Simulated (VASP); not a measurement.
Calculation: HSE06 screened hybrid, VASP's PBE PAW potentials (set 64) (plane waves; VASP).

A VASP calculation is set up with these files.

File KPOINTS:
```
Automatic mesh
0
Gamma
1 1 1
0 0 0
```

INCAR:
```
SYSTEM = GaSi62
PREC = Normal; ENCUT = 400; LREAL = Auto
LASPH = .TRUE.; ISYM = 0; NELECT = 252.0
EDIFF = 1E-5; NELM = 50; NELMIN = 4
ALGO = Normal; LMAXMIX = 4
ISMEAR = 0; SIGMA = 0.05
GGA = PE; LHFCALC = .TRUE.; AEXX = 0.25
HFSCREEN = 0.2; PRECFOCK = Fast
ISIF = 0
LWAVE = .FALSE.; LCHARG = .FALSE.
```

File POSCAR:
```
GaSi62
1
   10.9370747000     0.0000000000     0.0000000000
    0.0000000000    10.9370747000     0.0000000000
    0.0000000000     0.0000000000    10.9370747000
Si Ga
62 1
Direct
  0.5018835966   0.9998278626   0.9993278331
  0.6231325771   0.1277527036   0.1275974242
  0.7493935836   0.2509456603   0.0018490370
  0.8718130540   0.3773220847   0.1281632809
  0.7490513167   0.0018896671   0.2508868510
  0.8723857183   0.1277294271   0.3767827973
  0.0006628515   0.9997240032   0.9993189233
  0.1235851071   0.1256058783   0.1256689303
  0.2504591285   0.2493791832   0.0010529890
  0.3755179871   0.3763709651   0.1258957832
  0.5006636081   0.4996928065   0.9998471237
  0.6242375462   0.6237305157   0.1265371236
  0.7508100983   0.7494436470   0.0012845697
  0.8743165346   0.8769180364   0.1255782813
  0.2500447683   0.0006227426   0.2494561288
  0.3754303392   0.1258968769   0.3758867629
  0.5011638044   0.2544936251   0.2542140185
  0.7434419047   0.4962876408   0.2563414490
  0.8732758903   0.6236570890   0.3757345883
  0.5006510195   0.0000692540   0.4992807527
  0.6242216839   0.1259049520   0.6243421979
  0.7456117252   0.2546461330   0.4983655350
  0.8739779634   0.3763127386   0.6243096513
  0.7504933023   0.0006393204   0.7498607398
  0.8741952822   0.1255671682   0.8764989217
  0.0004026351   0.4984461416   0.9995376804
  0.1229600280   0.6248547715   0.1231741009
  0.2506000142   0.7495906124   0.9992058530
  0.3752417364   0.8773631848   0.1230651753
  0.9981479447   0.2509100991   0.2504990019
  0.1245612175   0.3748644539   0.3748883839
  0.2474315472   0.5002898129   0.2475837151
  0.3749189478   0.6252330965   0.3664394698
  0.4997770452   0.7524708289   0.2471542392
  0.6250209675   0.8752918662   0.3749326230
  0.0006343774   0.9997701087   0.4981531616
  0.1230971681   0.1232998613   0.6248892245
  0.2477966967   0.2476844341   0.5002598283
  0.3752656465   0.3673920349   0.6246279300
  0.6333073324   0.6252236875   0.6249024325
  0.7527177485   0.7524865013   0.5001692602
  0.8768717583   0.8772877879   0.6247207237
  0.2502876290   0.9990937743   0.7496439530
  0.3751087617   0.1233233848   0.8767548434
  0.4997346361   0.2476718357   0.7519830044
  0.6250020041   0.3749124085   0.8753552762
  0.7522282896   0.5003151998   0.7523750293
  0.8767340094   0.6247655889   0.8768660149
  0.9985112190   0.7494031754   0.2490899366
  0.1255678124   0.8736513615   0.3741225664
  0.0001165416   0.4996432119   0.4992253145
  0.1260825541   0.6238682444   0.6238698369
  0.2523206323   0.7477980490   0.4985111889
  0.3761154943   0.8742448647   0.6237526124
  0.9987132910   0.2492654101   0.7494990457
  0.1256398911   0.3738856657   0.8741503077
  0.2520802521   0.4983134390   0.7478027274
  0.3760248694   0.6238388105   0.8738629411
  0.5013451232   0.7477630014   0.7476150731
  0.6257917402   0.8737087732   0.8742902715
  0.0007519418   0.7495506953   0.7493194315
  0.1253643434   0.8743519781   0.8745647612
  0.4992637615   0.5016898631   0.5005023674
```

POTCAR, in this order: Si Ga (PBE.64 set). Program: vasp_gam. Read from the step before: WAVECAR.

The resulting files:

### OSZICAR
```
       N       E                     dE             d eps       ncg     rms          rms(c)
DAV:   1    -0.378453295719E+03   -0.37845E+03   -0.12605E+01   316   0.820E+00    0.191E+01
DAV:   2    -0.378567493426E+03   -0.11420E+00   -0.32048E-01   354   0.123E+00    0.125E+01
DAV:   3    -0.378553077165E+03    0.14416E-01   -0.20471E-02   362   0.280E-01    0.742E+00
DAV:   4    -0.378546531876E+03    0.65453E-02   -0.48751E-03   346   0.138E-01    0.429E+00
DAV:   5    -0.378544077675E+03    0.24542E-02   -0.15027E-03   354   0.785E-02    0.247E+00
DAV:   6    -0.378543218831E+03    0.85884E-03   -0.11630E-03   346   0.580E-02    0.141E+00
DAV:   7    -0.378543164511E+03    0.54320E-04   -0.15852E-03   346   0.463E-02    0.814E-01
DAV:   8    -0.378543562698E+03   -0.39819E-03   -0.69581E-03   338   0.771E-02    0.507E-01
DAV:   9    -0.378543887583E+03   -0.32488E-03   -0.74114E-03   368   0.140E-01    0.389E-01
DAV:  10    -0.378543068111E+03    0.81947E-03   -0.11152E-02   346   0.204E-01    0.360E-01
DAV:  11    -0.378540675203E+03    0.23929E-02   -0.15081E-02   338   0.237E-01    0.292E-01
DAV:  12    -0.378539393543E+03    0.12817E-02   -0.13211E-02   346   0.200E-01    0.196E-01
DAV:  13    -0.378542643283E+03   -0.32497E-02   -0.16808E-02   346   0.129E-01    0.346E-01
DAV:  14    -0.378550124955E+03   -0.74817E-02   -0.87864E-02   378   0.252E-01    0.685E-01
DAV:  15    -0.378553160128E+03   -0.30352E-02   -0.83444E-02   378   0.505E-01    0.890E-01
DAV:  16    -0.378536122891E+03    0.17037E-01   -0.12099E-01   354   0.661E-01    0.702E-01
DAV:  17    -0.378529432495E+03    0.66904E-02   -0.98704E-02   346   0.541E-01    0.486E-01
DAV:  18    -0.378543928625E+03   -0.14496E-01   -0.71479E-02   330   0.353E-01    0.712E-01
DAV:  19    -0.378570188670E+03   -0.26260E-01   -0.34596E-01   370   0.538E-01    0.129E+00
DAV:  20    -0.378564378147E+03    0.58105E-02   -0.27202E-01   362   0.973E-01    0.128E+00
DAV:  21    -0.378511348839E+03    0.53029E-01   -0.29754E-01   346   0.101E+00    0.767E-01
DAV:  22    -0.378541356847E+03   -0.30008E-01   -0.22560E-01   354   0.620E-01    0.912E-01
DAV:  23    -0.378583146767E+03   -0.41790E-01   -0.50879E-01   338   0.652E-01    0.153E+00
DAV:  24    -0.378554058059E+03    0.29089E-01   -0.51740E-01   378   0.118E+00    0.135E+00
DAV:  25    -0.378530697212E+03    0.23361E-01   -0.51225E-01   346   0.111E+00    0.110E+00
DAV:  26    -0.378552741992E+03   -0.22045E-01   -0.46988E-01   330   0.872E-01    0.127E+00
DAV:  27    -0.378563139269E+03   -0.10397E-01   -0.63511E-01   370   0.982E-01    0.147E+00
DAV:  28    -0.378566941002E+03   -0.38017E-02   -0.73513E-01   338   0.117E+00    0.151E+00
DAV:  29    -0.378540362902E+03    0.26578E-01   -0.68366E-01   346   0.121E+00    0.137E+00
DAV:  30    -0.378557840027E+03   -0.17477E-01   -0.74456E-01   330   0.111E+00    0.148E+00
DAV:  31    -0.378569341404E+03   -0.11501E-01   -0.79705E-01   338   0.116E+00    0.159E+00
DAV:  32    -0.378549543129E+03    0.19798E-01   -0.83470E-01   346   0.127E+00    0.149E+00
DAV:  33    -0.378574622550E+03   -0.25079E-01   -0.87712E-01   346   0.122E+00    0.159E+00
DAV:  34    -0.378549452166E+03    0.25170E-01   -0.77887E-01   330   0.127E+00    0.149E+00
DAV:  35    -0.378557224972E+03   -0.77728E-02   -0.87004E-01   338   0.123E+00    0.154E+00
DAV:  36    -0.378579786010E+03   -0.22561E-01   -0.89576E-01   330   0.122E+00    0.165E+00
DAV:  37    -0.378544339869E+03    0.35446E-01   -0.83455E-01   346   0.133E+00    0.149E+00
DAV:  38    -0.378563102624E+03   -0.18763E-01   -0.87613E-01   338   0.123E+00    0.157E+00
DAV:  39    -0.378561019835E+03    0.20828E-02   -0.85946E-01   338   0.124E+00    0.157E+00
DAV:  40    -0.378567445690E+03   -0.64259E-02   -0.93581E-01   330   0.128E+00    0.159E+00
DAV:  41    -0.378565736690E+03    0.17090E-02   -0.85720E-01   338   0.130E+00    0.157E+00
DAV:  42    -0.378542841588E+03    0.22895E-01   -0.81606E-01   338   0.129E+00    0.147E+00
DAV:  43    -0.378581159883E+03   -0.38318E-01   -0.93965E-01   346   0.119E+00    0.167E+00
DAV:  44    -0.378558433204E+03    0.22727E-01   -0.85177E-01   330   0.132E+00    0.156E+00
DAV:  45    -0.378548896079E+03    0.95371E-02   -0.86382E-01   338   0.130E+00    0.150E+00
DAV:  46    -0.378569092991E+03   -0.20197E-01   -0.87148E-01   330   0.121E+00    0.161E+00
DAV:  47    -0.378558108079E+03    0.10985E-01   -0.89711E-01   346   0.128E+00    0.156E+00
DAV:  48    -0.378574738018E+03   -0.16630E-01   -0.92240E-01   338   0.128E+00    0.161E+00
DAV:  49    -0.378547019775E+03    0.27718E-01   -0.80465E-01   338   0.131E+00    0.149E+00
DAV:  50    -0.378560716750E+03   -0.13697E-01   -0.89278E-01   330   0.123E+00
   1 F= -.37856072E+03 E0= -.37855626E+03  d E =-.892248E-02
```

File OUTCAR:
```
------------------------ aborting loop EDIFF was not reached (unconverged)  ----------------------------
  volume of cell :     1308.29
      direct lattice vectors                 reciprocal lattice vectors
    10.937074700  0.000000000  0.000000000     0.091432127  0.000000000  0.000000000
     0.000000000 10.937074700  0.000000000     0.000000000  0.091432127  0.000000000
     0.000000000  0.000000000 10.937074700     0.000000000  0.000000000  0.091432127
 POSITION                                       TOTAL-FORCE (eV/Angst)
 -----------------------------------------------------------------------------------
      5.48914     10.93519     10.92972        -0.260619     -0.005650      0.020157
      6.81525      1.39724      1.39554         0.172585      0.081753      0.092728
      8.19617      2.74461      0.02022         0.036713      0.068304      0.018975
      9.53508      4.12680      1.40173         0.074837      0.319184      0.047058
      8.19243      0.02067      2.74397         0.110161     -0.025768     -0.002461
      9.54135      1.39699      4.12090         0.065436      0.013543     -0.039077
      0.00725     10.93406     10.92963        -0.115331     -0.017613      0.037147
      1.35166      1.37376      1.37445         0.029808      0.071790      0.048198
      2.73929      2.72748      0.01152        -0.037072     -0.236620     -0.034232
      4.10707      4.11640      1.37693         0.172380      0.141580      0.173843
      5.47580      5.46518     10.93540         0.009645      0.040441      0.029691
      6.82733      6.82179      1.38395         0.523809      0.148408     -0.049607
      8.21167      8.19672      0.01405        -0.267442     -0.075064      0.002235
      9.56247      9.59092      1.37346         0.012199     -0.088404      0.004368
      2.73476      0.00681      2.72832        -0.008501     -0.024591     -0.088080
      4.10611      1.37694      4.11110         0.124458      0.114998      0.039338
      5.48127      2.78342      2.78036        -0.171404     -0.259532     -0.008395
      8.13108      5.42794      2.80363        -0.097868      0.153783     -0.169730
      9.55108      6.82098      4.10944         0.077500      0.041135     -0.413652
      5.47566      0.00076      5.46067        -0.071437      0.000058      0.097686
      6.82716      1.37703      6.82848         0.220312     -0.088677      0.152594
      8.15481      2.78508      5.45066        -0.340149     -0.216749     -0.030946
      9.55876      4.11576      6.82812         0.004944      0.077799      0.009230
      8.20820      0.00699      8.20128        -0.215024     -0.033291      0.009842
      9.56114      1.37334      9.58633         0.048138      0.010579     -0.064630
      0.00440      5.45154     10.93202        -0.148363     -0.165172      0.015903
      1.34482      6.83408      1.34716         0.002387      0.013968      0.039344
      2.74083      8.19833     10.92839        -0.036599     -0.051472     -0.006717
      4.10405      9.59579      1.34597         0.050477     -0.046451      0.038679
     10.91682      2.74422      2.73973        -0.066693      0.045442      0.019460
      1.36234      4.09992      4.10018        -0.020630     -0.021994     -0.045235
      2.70618      5.47171      2.70784        -0.039679      0.026141     -0.000427
      4.10052      6.83822      4.00778         0.151550     -0.029818      0.070571
      5.46610      8.22983      2.70314        -0.001954     -0.045099      0.010141
      6.83590      9.57313      4.10067        -0.012370     -0.060152     -0.052908
      0.00694     10.93456      5.44834        -0.085690     -0.011079     -0.042055
      1.34632      1.34854      6.83446         0.034122      0.004874      0.024248
      2.71017      2.70894      5.47138        -0.036981     -0.008056      0.056644
      4.10431      4.01819      6.83160         0.122682      0.102801     -0.034609
      6.92653      6.83812      6.83460        -0.022614      0.019850      0.026674
      8.23253      8.23000      5.47039         0.023680     -0.074541     -0.036415
      9.59041      9.59496      6.83262         0.049170     -0.065668      0.026711
      2.73741     10.92716      8.19891        -0.003389     -0.015292     -0.041184
      4.10259      1.34880      9.58913         0.058403      0.085471     -0.055943
      5.46564      2.70881      8.22449        -0.080251     -0.019779     -0.000975
      6.83569      4.10045      9.57383        -0.022624     -0.033783     -0.043268
      8.22718      5.47198      8.22878         0.087192      0.012839     -0.034180
      9.58891      6.83311      9.59035         0.024568      0.040953     -0.039038
     10.92079      8.19628      2.72432        -0.073873     -0.018041      0.152464
      1.37334      9.55519      4.09181         0.070903      0.014803      0.046028
      0.00127      5.46464      5.46006        -0.080440      0.024671      0.006441
      1.37897      6.82329      6.82331         0.007072      0.022590      0.002312
      2.75965      8.17872      5.45225        -0.052166     -0.002037     -0.028821
      4.11360      9.56168      6.82203        -0.021466     -0.033935      0.005276
     10.92300      2.72623      8.19733        -0.037177     -0.030085     -0.009993
      1.37413      4.08922      9.56065         0.051568      0.224326     -0.025090
      2.75702      5.45009      8.17877        -0.055358     -0.116592      0.044180
      4.11261      6.82297      9.55750         0.008362      0.017648     -0.050818
      5.48325      8.17834      8.17672        -0.056666      0.011929      0.003432
      6.84433      9.55582      9.56218         0.368696     -0.018093      0.006907
      0.00822      8.19789      8.19536        -0.059109     -0.033258     -0.010853
      1.37112      9.56285      9.56518         0.059699      0.003556     -0.026820
      5.46049      5.48702      5.47403        -0.254514      0.017137      0.107656
 -----------------------------------------------------------------------------------
    total drift:                               -0.170216     -0.051929     -0.075043
  FREE ENERGIE OF THE ION-ELECTRON SYSTEM (eV)
  ---------------------------------------------------
  free  energy   TOTEN  =      -378.5607167504 eV

  energy  without entropy=     -378.5517942669  energy(sigma->0) =     -378.55625551

  exchange ACFDT corr.  =         0.00000000  see jH, gK, PRB 81, 115126
```
(Selected blocks of OUTCAR.)

### stdout
```
...
DAV:  31    -0.378569341404E+03   -0.11501E-01   -0.79705E-01   338   0.116E+00    0.159E+00
DAV:  32    -0.378549543129E+03    0.19798E-01   -0.83470E-01   346   0.127E+00    0.149E+00
DAV:  33    -0.378574622550E+03   -0.25079E-01   -0.87712E-01   346   0.122E+00    0.159E+00
DAV:  34    -0.378549452166E+03    0.25170E-01   -0.77887E-01   330   0.127E+00    0.149E+00
DAV:  35    -0.378557224972E+03   -0.77728E-02   -0.87004E-01   338   0.123E+00    0.154E+00
DAV:  36    -0.378579786010E+03   -0.22561E-01   -0.89576E-01   330   0.122E+00    0.165E+00
DAV:  37    -0.378544339869E+03    0.35446E-01   -0.83455E-01   346   0.133E+00    0.149E+00
DAV:  38    -0.378563102624E+03   -0.18763E-01   -0.87613E-01   338   0.123E+00    0.157E+00
DAV:  39    -0.378561019835E+03    0.20828E-02   -0.85946E-01   338   0.124E+00    0.157E+00
DAV:  40    -0.378567445690E+03   -0.64259E-02   -0.93581E-01   330   0.128E+00    0.159E+00
DAV:  41    -0.378565736690E+03    0.17090E-02   -0.85720E-01   338   0.130E+00    0.157E+00
DAV:  42    -0.378542841588E+03    0.22895E-01   -0.81606E-01   338   0.129E+00    0.147E+00
DAV:  43    -0.378581159883E+03   -0.38318E-01   -0.93965E-01   346   0.119E+00    0.167E+00
DAV:  44    -0.378558433204E+03    0.22727E-01   -0.85177E-01   330   0.132E+00    0.156E+00
DAV:  45    -0.378548896079E+03    0.95371E-02   -0.86382E-01   338   0.130E+00    0.150E+00
DAV:  46    -0.378569092991E+03   -0.20197E-01   -0.87148E-01   330   0.121E+00    0.161E+00
DAV:  47    -0.378558108079E+03    0.10985E-01   -0.89711E-01   346   0.128E+00    0.156E+00
DAV:  48    -0.378574738018E+03   -0.16630E-01   -0.92240E-01   338   0.128E+00    0.161E+00
DAV:  49    -0.378547019775E+03    0.27718E-01   -0.80465E-01   338   0.131E+00    0.149E+00
DAV:  50    -0.378560716750E+03   -0.13697E-01   -0.89278E-01   330   0.123E+00

 -----------------------------------------------------------------------------
|                                                                             |
|           W    W    AA    RRRRR   N    N  II  N    N   GGGG   !!!           |
|           W    W   A  A   R    R  NN   N  II  NN   N  G    G  !!!           |
|           W    W  A    A  R    R  N N  N  II  N N  N  G       !!!           |
|           W WW W  AAAAAA  RRRRR   N  N N  II  N  N N  G  GGG   !            |
|           WW  WW  A    A  R   R   N   NN  II  N   NN  G    G                |
|           W    W  A    A  R    R  N    N  II  N    N   GGGG   !!!           |
|                                                                             |
|     The electronic self-consistency was not achieved in the given           |
|     number of steps (NELM). The forces and other quantities evaluated       |
|     might not be reliable so examine the results carefully. If you find     |
|     spurious results, we suggest increasing NELM, if you were close to      |
|     convergence or switching to a different ALGO or adjusting the           |
|     density mixing parameters otherwise.                                    |
|                                                                             |
 -----------------------------------------------------------------------------

   1 F= -.37856072E+03 E0= -.37855626E+03  d E =-.892248E-02
```

Convergence was not reached.

The cell is charged, with a uniform compensating background. The supercell is sampled at Γ alone, which is coarse: total energies, pressure and levels can be off, energies of defects by several tenths of an eV.

The cell is a supercell with a defect, built from Si (diamond): Ga_Si-vac_Si, charge -1. The cell's shape comes from a PBE relaxation. The run is not spin-polarised, so no state with unpaired spins was tried.
